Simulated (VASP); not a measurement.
Here is the system:

```
CELL_PARAMETERS angstrom
      3.09959     0.00000     0.00000
      0.00000     3.09959     0.00000
      0.00000     0.00000     3.09959
ATOMIC_POSITIONS crystal
  Zn 0.50000 0.50000 0.50000
  Cu 0.00000 0.00000 0.00000
```

These are vdW-DF2, VASP's PBE PAW potentials (set 64) (plane waves; VASP) values and carry that method's errors. Settings: 520 eV cut-off, 12×12×12 Γ-centred mesh, first-order Methfessel-Paxton smearing of 0.10 eV, potentials Zn Cu.

Problem. Give the stress tensor in GPa (positive for a compressed cell).

Solution. 
```
-1.88   0.00   0.00
 0.00  -1.88   0.00
 0.00   0.00  -1.88
```
The pressure is its mean diagonal, -1.88 GPa.

The compound is CuZn in the CsCl type structure. This cell is one point of a volume scan, at 1.03 of the reference volume. The electron count is odd and the run is not spin-polarised, which forces a metal.
